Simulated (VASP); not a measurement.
Calculation: PBE GGA with D3 dispersion (Becke-Johnson damping), VASP's PBE PAW potentials (set 64) (plane waves; VASP).

VASP ran on this input.

### INCAR
```
# general
SYSTEM   =  La2O3
PREC     =  Accurate
ENCUT    =  520
LREAL    =  .FALSE.
LASPH    =  .TRUE.
ICHARG   =  11

# electronic loop
EDIFF    =  1E-7
NELM     =  100
ALGO     =  Normal
LMAXMIX  =  6

# smearing
ISMEAR   =  0
SIGMA    =  0.05

# functional
GGA      =  PE
IVDW     =  12

# output
LWAVE    =  .FALSE.
LCHARG   =  .FALSE.
LORBIT   =  11
```

### POSCAR
```
La2O3
1
    1.9585638208    -3.3923319581     0.0000000000
    1.9585638208     3.3923319581     0.0000000000
    0.0000000000     0.0000000000     6.0991542172
La O
2 3
Direct
  0.3333330000   0.6666670000   0.2456493452
  0.6666670000   0.3333330000   0.7543506548
  0.0000000000   0.0000000000   0.0000000000
  0.3333330000   0.6666670000   0.6462857074
  0.6666670000   0.3333330000   0.3537142926
```

**KPOINTS**
```
k-points along high-symmetry lines
10
Line-mode
Reciprocal
  0.000000   0.000000   0.000000 ! GAMMA
  0.500000   0.000000   0.000000 ! M

  0.500000   0.000000   0.000000 ! M
  0.333333   0.333333   0.000000 ! K

  0.333333   0.333333   0.000000 ! K
  0.000000   0.000000   0.000000 ! GAMMA

  0.000000   0.000000   0.000000 ! GAMMA
  0.000000   0.000000   0.500000 ! A

  0.000000   0.000000   0.500000 ! A
  0.500000   0.000000   0.500000 ! L

  0.500000   0.000000   0.500000 ! L
  0.333333   0.333333   0.500000 ! H

  0.333333   0.333333   0.500000 ! H
  0.000000   0.000000   0.500000 ! A

  0.500000   0.000000   0.500000 ! L
  0.500000   0.000000   0.000000 ! M

  0.333333   0.333333   0.500000 ! H
  0.333333   0.333333   0.000000 ! K
```

POTCAR, in this order: La O (PBE.64 set). Program: vasp_std. Read from the step before: CHGCAR.

What VASP printed:

OSZICAR:
```
       N       E                     dE             d eps       ncg     rms          rms(c)
DAV:   1     0.439379309310E+03    0.43938E+03   -0.15834E+04  4360   0.258E+03
DAV:   2     0.675414485902E+02   -0.37184E+03   -0.36657E+03  6368   0.401E+02
DAV:   3    -0.267537254643E+02   -0.94295E+02   -0.92936E+02  8328   0.209E+02
DAV:   4    -0.410681093905E+02   -0.14314E+02   -0.14306E+02  8056   0.780E+01
DAV:   5    -0.417679886398E+02   -0.69988E+00   -0.69957E+00  7792   0.188E+01
DAV:   6    -0.418295013150E+02   -0.61513E-01   -0.61509E-01  8032   0.503E+00
DAV:   7    -0.418330118100E+02   -0.35105E-02   -0.35104E-02  7960   0.138E+00
DAV:   8    -0.418333071230E+02   -0.29531E-03   -0.29531E-03  7872   0.395E-01
DAV:   9    -0.418333317701E+02   -0.24647E-04   -0.24647E-04  8056   0.108E-01
DAV:  10    -0.418333340810E+02   -0.23109E-05   -0.23109E-05  7912   0.304E-02
DAV:  11    -0.418333342874E+02   -0.20646E-06   -0.20640E-06  6384   0.921E-03
DAV:  12    -0.418333343044E+02   -0.16978E-07   -0.17024E-07  4856   0.312E-03
   1 F= -.43138683E+02 E0= -.43138683E+02  d E =-.263997E-17
```

OUTCAR:
```
 val. band max:        6.0656904871   @ k =   0.2593   0.2593   0.5000

 cond. band min:       9.9406409219   @ k =   0.5000   0.0000   0.0000



 k-point     1 :       0.0000    0.0000    0.0000
  band No.  band energies     occupation
      1     -23.7258      2.00000
      2     -23.4731      2.00000
      3     -10.8977      2.00000
      4      -9.6346      2.00000
      5      -9.1993      2.00000
      6      -7.1866      2.00000
      7      -7.1866      2.00000
      8      -6.9485      2.00000
      9      -6.9485      2.00000
     10      -6.8463      2.00000
     11      -6.1104      2.00000
     12       3.6560      2.00000
     13       3.6560      2.00000
     14       3.8590      2.00000
     15       3.8590      2.00000
     16       3.9721      2.00000
     17       4.3883      2.00000
     18       5.6752      2.00000
     19       5.6752      2.00000
     20       5.9439      2.00000
     21      10.4193      0.00000
     22      10.6832      0.00000
     23      10.6832      0.00000
     24      11.3059      0.00000

 k-point     2 :       0.0556    0.0000    0.0000
  band No.  band energies     occupation
      1     -23.7201      2.00000
      2     -23.4707      2.00000
      3     -10.8957      2.00000
      4      -9.6982      2.00000
      5      -9.2505      2.00000
      6      -7.2003      2.00000
      7      -7.1354      2.00000
      8      -6.9524      2.00000
      9      -6.9049      2.00000
     10      -6.8533      2.00000
     11      -6.1131      2.00000
     12       3.6909      2.00000
     13       3.6950      2.00000
     14       3.7783      2.00000
     15       3.8795      2.00000
     16       3.9844      2.00000
     17       4.5067      2.00000
     18       5.6278      2.00000
     19       5.6719      2.00000
     20       5.9286      2.00000
     21      10.4576      0.00000
     22      10.6865      0.00000
     23      10.7071      0.00000
     24      11.2916      0.00000

...
```

The density is held fixed in this step, so its total energy and stress have no physical meaning.

The compound is La2O3 in the a-type structure. It was relaxed first.
